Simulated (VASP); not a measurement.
Hf (hcp) relaxed at rising pressure, in one space group throughout; other phases were not tried. The pressures are those reached. Calculation: LDA (Ceperley-Alder, Perdew-Zunger), VASP's LDA PAW potentials (set 64) (plane waves; VASP 6.6.1).

```
P (GPa)  V (Å³/atom)   k-mesh
-------  -----------  -------
0.10          20.842  13×13×8
5.07          20.064  14×14×8
9.99          19.389  14×14×8
20.00         18.235  14×14×8
30.00         17.330  14×14×8
```

A change of mesh leaves a small step in the series.

### Question
Fit an equation of state and predict the volume at 45.01 GPa.

### Answer
Least squares on the third-order Birch-Murnaghan form, P = (3B0/2)(y⁷ − y⁵)[1 + (3/4)(B′ − 4)(y² − 1)] with y = (V0/V)^(1/3), gives V0 = 20.868 Å³/atom, B0 = 120 GPa and B′ = 3.3, and so 16.219 Å³/atom. The run gave 16.227 Å³/atom, +0.0 % from the fit.

Pressures at which the relaxation failed are left out.

The compound is Hf in the hcp structure.
